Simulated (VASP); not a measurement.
# Quasiparticle energies of GaN in VASP, part 3 of 4

Aim: the quasiparticle gap of GaN, and what it costs to get it. The cell is of the zinc-blende type, one of the forms listed for this formula. The start is a computed cell from the Materials Project.

VASP 6.6.1, plane waves and PAW; the level of theory is named at each step.

So far, quasiparticle gap on the mesh (eV): step 3 (G0W0, ENCUTGW 80, bands in the sums 40) 2.65; step 5 (G0W0, ENCUTGW 100, bands in the sums 56) 2.69; step 7 (G0W0, ENCUTGW 120, bands in the sums 72) 2.72; step 9 (G0W0, ENCUTGW 145, bands in the sums 96) 2.74.

### 10. Empty bands

This step: PBE; plane waves and PAW (Ga_d_GW, N_GW) (VASP 6.6.1).

The empty bands are made again, for the run that follows.

INCAR

```
SYSTEM = GaN
PREC = Accurate
ENCUT = 450
ISMEAR = 0
SIGMA = 0.01
LREAL = .FALSE.
GGA = PE
NBANDS = 120
ALGO = Exact
NELM = 1
LWAVE = .TRUE.
LCHARG = .FALSE.
LOPTICS = .TRUE.
NEDOS = 1000
CSHIFT = 0.1
```

POSCAR

```
GaN
1.0
    0.0000000000      2.2535006075      2.2535006075
    2.2535006075      0.0000000000      2.2535006075
    2.2535006075      2.2535006075      0.0000000000
Ga N
1 1
Direct
    0.0000000000      0.0000000000      0.0000000000
    0.2500000000      0.2500000000      0.2500000000
```

KPOINTS

```
Automatic mesh
0
Gamma
4 4 4
0 0 0
```

Potentials, in the order of the species: Ga_d_GW and N_GW (PBE family, release 64).

On the command line:

```sh
> mpirun -np 8 vasp_std
```

The program printed:

```text
[banner, memory and clock lines left out]
running    8 mpi-ranks, on    1 nodes
[...]
[... a notice as in an earlier step ...]

 LDA part: xc-table for (Slater+PW92), standard interpolation
 found WAVECAR, reading the header
  number of bands has changed, file:    15 present:   120
  trying to continue reading WAVECAR, but it might fail
 POSCAR, INCAR and KPOINTS ok, starting setup
[...]
reading WAVECAR
 random initialization beyond band           15
 the WAVECAR file was read successfully
 initial charge from wavefunction
 entering main loop
       N       E                     dE             d eps       ncg     rms          rms(c)
DIA:   1    -0.120669973519E+02   -0.12067E+02    0.00000E+00     0   0.000E+00
   1 F= -.12066997E+02 E0= -.12066997E+02  d E =-.328958E-22
 writing wavefunctions
 optical routines
 imaginary and real dielectric function
 recalculating local potential from charge density
 direction            1
 direction            2
 direction            3
```

Elapsed: 2 s, on 8 MPI ranks of AMD EPYC 7R43, shared host; peak memory 0.66 GiB.

OUTCAR, selected parts (step 10):

```text
  Total        0.4985479      0.4985479      0.4985479      0.0000000      0.0000000      0.0000000
  in kB       34.8991169     34.8991169     34.8991169      0.0000000      0.0000000      0.0000000
  external PRESSURE =      34.8991169 kB  Pullay stress =       0.0000000 kB

  FREE ENERGIE OF THE ION-ELECTRON SYSTEM (eV)
  ---------------------------------------------------
  free  energy   TOTEN  =       -12.0669973519 eV

  energy  without entropy=      -12.0669973519  energy(sigma->0) =      -12.06699735

[... 2 parts as in an earlier step ...]

[... 2 further parts left out ...]
[key lines of the parts left out:]
E-fermi :   5.2066
```

WAVECAR now holds 120 bands for 18 electrons.

### 11. G0W0, ENCUTGW 170, bands in the sums 120

This step: G0W0 on PBE; plane waves and PAW (Ga_d_GW, N_GW) (VASP 6.6.1).

ENCUTGW rises to 170 eV and the bands with it, to about the number of plane waves under that cutoff.

INCAR

```
SYSTEM = GaN
PREC = Accurate
ENCUT = 450
ISMEAR = 0
SIGMA = 0.01
LREAL = .FALSE.
GGA = PE
NBANDS = 120
ALGO = EVGW0
NELMGW = 1
ENCUTGW = 170
NOMEGA = 64
PRECFOCK = Fast
NBANDSGW = 24
LWAVE = .FALSE.
LCHARG = .FALSE.
```

POSCAR is that of step 10.

KPOINTS is that of step 10.

On the command line:

```sh
> mpirun -np 8 vasp_std
```

The program printed:

```text
[banner, memory and clock lines left out]
running    8 mpi-ranks, on    1 nodes
[...]
[... a notice as in an earlier step ...]

|                                                                             |
|           W    W    AA    RRRRR   N    N  II  N    N   GGGG   !!!           |
|           W    W   A  A   R    R  NN   N  II  NN   N  G    G  !!!           |
|           W    W  A    A  R    R  N N  N  II  N N  N  G       !!!           |
|           W WW W  AAAAAA  RRRRR   N  N N  II  N  N N  G  GGG   !            |
|           WW  WW  A    A  R   R   N   NN  II  N   NN  G    G                |
|           W    W  A    A  R    R  N    N  II  N    N   GGGG   !!!           |
|                                                                             |
|     The default for ENCUTGWSOFT is different in this version of VASP.       |
|     please manually set ENCUTGWSOFT =170 in the INCAR file.                 |
|                                                                             |

[...]
total number of BLAS operations         87.79 Gflops
NQ=   4    0.2500    0.2500    0.0000,
|.........|.........|.........|.........|.........|.........|.........|.........
 performed       1132000 updates of chi_q(r,r)
 total number of BLAS operations        129.70 Gflops
NQ=   5    0.5000    0.2500    0.0000,
|.........|.........|.........|.........|.........|.........|.........|.........
 performed       1593000 updates of chi_q(r,r)
 total number of BLAS operations        176.89 Gflops
NQ=   6   -0.2500    0.2500    0.0000,
|.........|.........|.........|.........|.........|.........|.........|.........
 performed       2008000 updates of chi_q(r,r)
 total number of BLAS operations        222.43 Gflops
NQ=   7    0.5000    0.5000    0.0000,
|.........|.........|.........|.........|.........|.........|.........|.........
 performed       2262000 updates of chi_q(r,r)
 total number of BLAS operations        249.83 Gflops
NQ=   8   -0.2500    0.5000    0.2500,
|.........|.........|.........|.........|.........|.........|.........|.........
 performed       2585000 updates of chi_q(r,r)
 total number of BLAS operations        280.04 Gflops
 resolving degeneracies of screened two electron integrals

 calculate QP shifts <psi_nk| G(iteration)W_0 |psi_nk>: iteration 1
 entering main loop
[key lines of the parts left out:]
E-fermi :   5.9930
```

Wall time 19 s (8 MPI ranks); peak memory 0.99 GiB.

Parts of OUTCAR (step 11):

```text
 QP shifts <psi_nk| G(iteration)W_0 |psi_nk>: iteration 1
 for sc-GW calculations column KS-energies equals QP-energies in previous step
 and V_xc(KS)=  KS-energies - (<T + V_ion + V_H > + <T+V_H+V_ion>^1  + <V_x>^1)
 k-point   1 :       0.0000    0.0000    0.0000
  band No.  KS-energies  QP-energies   sigma(KS)   V_xc(KS)     V^pw_x(r,r')   Z            occupation Imag(sigma)
    ...
      6      -8.0792     -10.8895     -25.7047     -21.8068     -35.1914       0.7210       2.0000       0.1517
      7       5.1406       4.5802     -18.4776     -17.7294     -21.5295       0.7489       2.0000       0.0832
      8       5.1406       4.5802     -18.4776     -17.7294     -21.5295       0.7489       2.0000       0.0832
      9       5.1406       4.5802     -18.4776     -17.7294     -21.5295       0.7489       2.0000       0.0832
     10       6.8453       7.3331     -12.7248     -13.3575      -8.7499       0.7710       0.0000      -0.0570
     11      15.3934      15.9573     -10.6922     -11.4239      -5.3195       0.7707       0.0000      -0.1095
     12      15.3934      15.9573     -10.6922     -11.4239      -5.3195       0.7707       0.0000      -0.1095
     13      15.3934      15.9573     -10.6922     -11.4239      -5.3195       0.7707       0.0000      -0.1095
    ...

[... 1 part as in an earlier step ...]

[... 2 further parts left out ...]
[key lines of the parts left out:]
E-fermi :   5.9930
```

The gap is now 2.753 eV, +14 meV against the GW run before. Spin-orbit coupling is left out.

### 12. Empty bands

This step: PBE; plane waves and PAW (Ga_d_GW, N_GW) (VASP 6.6.1).

The empty bands are made again, for the run that follows.

INCAR

```
SYSTEM = GaN
PREC = Accurate
ENCUT = 450
ISMEAR = 0
SIGMA = 0.01
LREAL = .FALSE.
GGA = PE
NBANDS = 152
ALGO = Exact
NELM = 1
LWAVE = .TRUE.
LCHARG = .FALSE.
LOPTICS = .TRUE.
NEDOS = 1000
CSHIFT = 0.1
```

POSCAR is that of step 11.

KPOINTS is that of step 11.

On the command line:

```sh
> mpirun -np 8 vasp_std
```

The program printed:

```text
[banner, memory and clock lines left out]
running    8 mpi-ranks, on    1 nodes
[...]
[... a notice as in an earlier step ...]

 LDA part: xc-table for (Slater+PW92), standard interpolation
 found WAVECAR, reading the header
  number of bands has changed, file:    15 present:   152
  trying to continue reading WAVECAR, but it might fail
 POSCAR, INCAR and KPOINTS ok, starting setup
[...]
reading WAVECAR
 random initialization beyond band           15
 the WAVECAR file was read successfully
 initial charge from wavefunction
 entering main loop
       N       E                     dE             d eps       ncg     rms          rms(c)
DIA:   1    -0.120669973518E+02   -0.12067E+02    0.00000E+00     0   0.000E+00
   1 F= -.12066997E+02 E0= -.12066997E+02  d E =-.105869E-57
 writing wavefunctions
 optical routines
 imaginary and real dielectric function
 recalculating local potential from charge density
 direction            1
 direction            2
 direction            3
```

The job ended after 2 s (8 MPI ranks; peak memory 0.68 GiB).

From OUTCAR (step 12):

```text
  Total        0.4985479      0.4985479      0.4985479     -0.0000000      0.0000000     -0.0000000
  in kB       34.8991168     34.8991168     34.8991168     -0.0000000      0.0000000     -0.0000000
  external PRESSURE =      34.8991168 kB  Pullay stress =       0.0000000 kB

  FREE ENERGIE OF THE ION-ELECTRON SYSTEM (eV)
  ---------------------------------------------------
  free  energy   TOTEN  =       -12.0669973518 eV

  energy  without entropy=      -12.0669973518  energy(sigma->0) =      -12.06699735

[... 2 parts as in an earlier step ...]

[... 2 further parts left out ...]
[key lines of the parts left out:]
E-fermi :   5.2525
```

WAVECAR now holds 152 bands for 18 electrons.

### 13. G0W0, ENCUTGW 200, bands in the sums 152

This step: G0W0 on PBE; plane waves and PAW (Ga_d_GW, N_GW) (VASP 6.6.1).

ENCUTGW rises to 200 eV and the bands with it, to about the number of plane waves under that cutoff.

INCAR

```
SYSTEM = GaN
PREC = Accurate
ENCUT = 450
ISMEAR = 0
SIGMA = 0.01
LREAL = .FALSE.
GGA = PE
NBANDS = 152
ALGO = EVGW0
NELMGW = 1
ENCUTGW = 200
NOMEGA = 64
PRECFOCK = Fast
NBANDSGW = 24
LWAVE = .FALSE.
LCHARG = .FALSE.
```

POSCAR is that of step 12.

KPOINTS is that of step 12.

On the command line:

```sh
> mpirun -np 8 vasp_std
```

The program printed:

```text
[banner, memory and clock lines left out]
running    8 mpi-ranks, on    1 nodes
[...]
[... a notice as in an earlier step ...]

|                                                                             |
|           W    W    AA    RRRRR   N    N  II  N    N   GGGG   !!!           |
|           W    W   A  A   R    R  NN   N  II  NN   N  G    G  !!!           |
|           W    W  A    A  R    R  N N  N  II  N N  N  G       !!!           |
|           W WW W  AAAAAA  RRRRR   N  N N  II  N  N N  G  GGG   !            |
|           WW  WW  A    A  R   R   N   NN  II  N   NN  G    G                |
|           W    W  A    A  R    R  N    N  II  N    N   GGGG   !!!           |
|                                                                             |
|     The default for ENCUTGWSOFT is different in this version of VASP.       |
|     please manually set ENCUTGWSOFT =200 in the INCAR file.                 |
|                                                                             |

[...]
total number of BLAS operations        199.75 Gflops
NQ=   4    0.2500    0.2500    0.0000,
|.........|.........|.........|.........|.........|.........|.........|.........
 performed       1446000 updates of chi_q(r,r)
 total number of BLAS operations        275.66 Gflops
NQ=   5    0.5000    0.2500    0.0000,
|.........|.........|.........|.........|.........|.........|.........|.........
 performed       2033000 updates of chi_q(r,r)
 total number of BLAS operations        374.55 Gflops
NQ=   6   -0.2500    0.2500    0.0000,
|.........|.........|.........|.........|.........|.........|.........|.........
 performed       2562000 updates of chi_q(r,r)
 total number of BLAS operations        462.39 Gflops
NQ=   7    0.5000    0.5000    0.0000,
|.........|.........|.........|.........|.........|.........|.........|.........
 performed       2887000 updates of chi_q(r,r)
 total number of BLAS operations        520.93 Gflops
NQ=   8   -0.2500    0.5000    0.2500,
|.........|.........|.........|.........|.........|.........|.........|.........
 performed       3299000 updates of chi_q(r,r)
 total number of BLAS operations        589.41 Gflops
 resolving degeneracies of screened two electron integrals

 calculate QP shifts <psi_nk| G(iteration)W_0 |psi_nk>: iteration 1
 entering main loop
[key lines of the parts left out:]
E-fermi :   5.9930
```

It took 23 s on 8 MPI ranks; peak memory 1.1 GiB.

From OUTCAR (step 13):

```text
 QP shifts <psi_nk| G(iteration)W_0 |psi_nk>: iteration 1
 for sc-GW calculations column KS-energies equals QP-energies in previous step
 and V_xc(KS)=  KS-energies - (<T + V_ion + V_H > + <T+V_H+V_ion>^1  + <V_x>^1)
 k-point   1 :       0.0000    0.0000    0.0000
  band No.  KS-energies  QP-energies   sigma(KS)   V_xc(KS)     V^pw_x(r,r')   Z            occupation Imag(sigma)
    ...
      6      -8.0792     -10.8221     -25.6172     -21.8068     -35.1914       0.7199       2.0000       0.1362
      7       5.1406       4.5092     -18.5702     -17.7294     -21.5295       0.7509       2.0000       0.0707
      8       5.1406       4.5092     -18.5702     -17.7294     -21.5295       0.7509       2.0000       0.0707
      9       5.1406       4.5092     -18.5702     -17.7294     -21.5295       0.7509       2.0000       0.0707
     10       6.8453       7.2791     -12.7956     -13.3575      -8.7499       0.7720       0.0000      -0.0622
     11      15.3934      15.9199     -10.7388     -11.4239      -5.3195       0.7685       0.0000      -0.0988
     12      15.3934      15.9199     -10.7388     -11.4239      -5.3195       0.7685       0.0000      -0.0988
     13      15.3934      15.9199     -10.7388     -11.4239      -5.3195       0.7685       0.0000      -0.0988
    ...

[... 1 part as in an earlier step ...]

[... 2 further parts left out ...]
[key lines of the parts left out:]
E-fermi :   5.9930
```

The gap is now 2.770 eV, +17 meV against the GW run before. Spin-orbit coupling is left out.

### 14. Empty bands

This step: PBE; plane waves and PAW (Ga_d_GW, N_GW) (VASP 6.6.1).

The empty bands are made again, for the run that follows.

INCAR

```
SYSTEM = GaN
PREC = Accurate
ENCUT = 450
ISMEAR = 0
SIGMA = 0.01
LREAL = .FALSE.
GGA = PE
NBANDS = 184
ALGO = Exact
NELM = 1
LWAVE = .TRUE.
LCHARG = .FALSE.
LOPTICS = .TRUE.
NEDOS = 1000
CSHIFT = 0.1
```

POSCAR is that of step 13.

KPOINTS is that of step 13.

On the command line:

```sh
> mpirun -np 8 vasp_std
```

The program printed:

```text
[banner, memory and clock lines left out]
running    8 mpi-ranks, on    1 nodes
[...]
[... a notice as in an earlier step ...]

 LDA part: xc-table for (Slater+PW92), standard interpolation
 found WAVECAR, reading the header
  number of bands has changed, file:    15 present:   184
  trying to continue reading WAVECAR, but it might fail
 POSCAR, INCAR and KPOINTS ok, starting setup
[...]
reading WAVECAR
 random initialization beyond band           15
 the WAVECAR file was read successfully
 initial charge from wavefunction
 entering main loop
       N       E                     dE             d eps       ncg     rms          rms(c)
[... 1 cycle as in an earlier step ...]
   1 F= -.12066997E+02 E0= -.12066997E+02  d E =-.334944E-85
 writing wavefunctions
 optical routines
 imaginary and real dielectric function
 recalculating local potential from charge density
 direction            1
 direction            2
 direction            3
```

Run time: 2 s. Hardware: 8 MPI ranks; peak memory 0.68 GiB; 11 s of CPU time.

Parts of OUTCAR (step 14):

```text
  Total        0.4985479      0.4985479      0.4985479      0.0000000      0.0000000     -0.0000000
  in kB       34.8991167     34.8991167     34.8991167      0.0000000      0.0000000     -0.0000000
  external PRESSURE =      34.8991167 kB  Pullay stress =       0.0000000 kB

[... 4 parts as in an earlier step ...]

[... 2 further parts left out ...]
[key lines of the parts left out:]
E-fermi :   5.2779
```

WAVECAR now holds 184 bands for 18 electrons.

### 15. G0W0, ENCUTGW 230, bands in the sums 184

This step: G0W0 on PBE; plane waves and PAW (Ga_d_GW, N_GW) (VASP 6.6.1).

ENCUTGW rises to 230 eV and the bands with it, to about the number of plane waves under that cutoff.

INCAR

```
SYSTEM = GaN
PREC = Accurate
ENCUT = 450
ISMEAR = 0
SIGMA = 0.01
LREAL = .FALSE.
GGA = PE
NBANDS = 184
ALGO = EVGW0
NELMGW = 1
ENCUTGW = 230
NOMEGA = 64
PRECFOCK = Fast
NBANDSGW = 24
LWAVE = .FALSE.
LCHARG = .FALSE.
```

POSCAR is that of step 14.

KPOINTS is that of step 14.

On the command line:

```sh
> mpirun -np 8 vasp_std
```

The program printed:

```text
[banner, memory and clock lines left out]
running    8 mpi-ranks, on    1 nodes
[...]
[... a notice as in an earlier step ...]

|                                                                             |
|           W    W    AA    RRRRR   N    N  II  N    N   GGGG   !!!           |
|           W    W   A  A   R    R  NN   N  II  NN   N  G    G  !!!           |
|           W    W  A    A  R    R  N N  N  II  N N  N  G       !!!           |
|           W WW W  AAAAAA  RRRRR   N  N N  II  N  N N  G  GGG   !            |
|           WW  WW  A    A  R   R   N   NN  II  N   NN  G    G                |
|           W    W  A    A  R    R  N    N  II  N    N   GGGG   !!!           |
|                                                                             |
|     The default for ENCUTGWSOFT is different in this version of VASP.       |
|     please manually set ENCUTGWSOFT =230 in the INCAR file.                 |
|                                                                             |

[...]
total number of BLAS operations        308.78 Gflops
NQ=   4    0.2500    0.2500    0.0000,
|.........|.........|.........|.........|.........|.........|.........|.........
 performed       1758000 updates of chi_q(r,r)
 total number of BLAS operations        440.47 Gflops
NQ=   5    0.5000    0.2500    0.0000,
|.........|.........|.........|.........|.........|.........|.........|.........
 performed       2471000 updates of chi_q(r,r)
 total number of BLAS operations        633.82 Gflops
NQ=   6   -0.2500    0.2500    0.0000,
|.........|.........|.........|.........|.........|.........|.........|.........
 performed       3114000 updates of chi_q(r,r)
 total number of BLAS operations        800.53 Gflops
NQ=   7    0.5000    0.5000    0.0000,
|.........|.........|.........|.........|.........|.........|.........|.........
 performed       3509000 updates of chi_q(r,r)
 total number of BLAS operations        914.87 Gflops
NQ=   8   -0.2500    0.5000    0.2500,
|.........|.........|.........|.........|.........|.........|.........|.........
 performed       4010000 updates of chi_q(r,r)
 total number of BLAS operations       1039.24 Gflops
 resolving degeneracies of screened two electron integrals

 calculate QP shifts <psi_nk| G(iteration)W_0 |psi_nk>: iteration 1
 entering main loop
[key lines of the parts left out:]
E-fermi :   5.9930
```

The job ended after 27 s (8 MPI ranks; peak memory 1.2 GiB; 3.5 min of CPU time).

From OUTCAR (step 15):

```text
 QP shifts <psi_nk| G(iteration)W_0 |psi_nk>: iteration 1
 for sc-GW calculations column KS-energies equals QP-energies in previous step
 and V_xc(KS)=  KS-energies - (<T + V_ion + V_H > + <T+V_H+V_ion>^1  + <V_x>^1)
 k-point   1 :       0.0000    0.0000    0.0000
  band No.  KS-energies  QP-energies   sigma(KS)   V_xc(KS)     V^pw_x(r,r')   Z            occupation Imag(sigma)
    ...
      6      -8.0792     -10.7852     -25.5669     -21.8068     -35.1914       0.7197       2.0000       0.1401
      7       5.1406       4.4565     -18.6421     -17.7294     -21.5295       0.7496       2.0000       0.0722
      8       5.1406       4.4565     -18.6421     -17.7294     -21.5295       0.7496       2.0000       0.0722
      9       5.1406       4.4565     -18.6421     -17.7294     -21.5295       0.7496       2.0000       0.0722
     10       6.8453       7.2292     -12.8590     -13.3575      -8.7499       0.7700       0.0000      -0.0664
     11      15.3934      15.8908     -10.7766     -11.4239      -5.3195       0.7684       0.0000      -0.1011
     12      15.3934      15.8908     -10.7766     -11.4239      -5.3195       0.7684       0.0000      -0.1011
     13      15.3934      15.8908     -10.7766     -11.4239      -5.3195       0.7684       0.0000      -0.1011
    ...

[... 1 part as in an earlier step ...]

[... 2 further parts left out ...]
[key lines of the parts left out:]
E-fermi :   5.9930
```

The gap is now 2.773 eV, +3 meV against the GW run before. Spin-orbit coupling is left out.

(Part 3 of 4 ends here.)

[Lines on the potential files, build, host, timing and source positions are cut from VASP's logs without a mark.]

[Logs are printed without paths, hosts, clocks, repeated set-up lines and the standing remarks that a program may print on its own settings, such as how far it seeks lower states.]

[Hosts, paths, dates, database ids (printed as entryN), source tags and the programs' standing remarks are cut or masked in the printed files.]

[Pressures printed for these runs are not shown converged in the cutoff: they can be off by several GPa and have the wrong sign.]
